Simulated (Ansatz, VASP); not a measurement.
B5Ru: VASP beside Ansatz

```xyz
6
Lattice="0.0000 2.8030 2.8030 2.8030 0.0000 2.8030 2.8030 2.8030 0.0000" Properties=species:S:1:pos:R:3 pbc="T T T"
B     4.9167    3.4924    3.4924
B     4.9167    4.9167    4.9167
B     1.4015    1.4015    1.4015
B     3.4924    3.4924    4.9167
B     3.4924    4.9167    3.4924
Ru    2.8030    2.8030    2.8030
```

Change from the starting cell: species swapped into the HfNi5 type (F-43m, No. 216).

Alike in both runs: functional PBE; k mesh 6 × 6 × 6; occupations gaussian, width 0.1 eV; no spin polarisation.

Ansatz relaxed the structure, and its values are those at the end. VASP's run is a single point on that final structure, the one shown.

```csv
,VASP,Ansatz
version,VASP 6.6.1,Ansatz 0.2.0
potentials or method,"VASP PAW PBE potentials, release 64 (B, Ru_pv)","scalar-relativistic, plane waves, PAW"
plane-wave cutoff (eV),520,420
valence electrons in the cell,29,31
```

```tsv
	VASP	Ansatz	Ansatz less VASP
gap on the k mesh at the Fermi level (eV)	none	none	-
pressure (GPa)	-0.2	-0.2	-0.02
rms of the force components (eV/Å)	0.025	0.024	-0.0010
```

A gap of «none» marks a metal or a gap that the smearing closes. The two sets of potentials don't hold the same shells in valence.
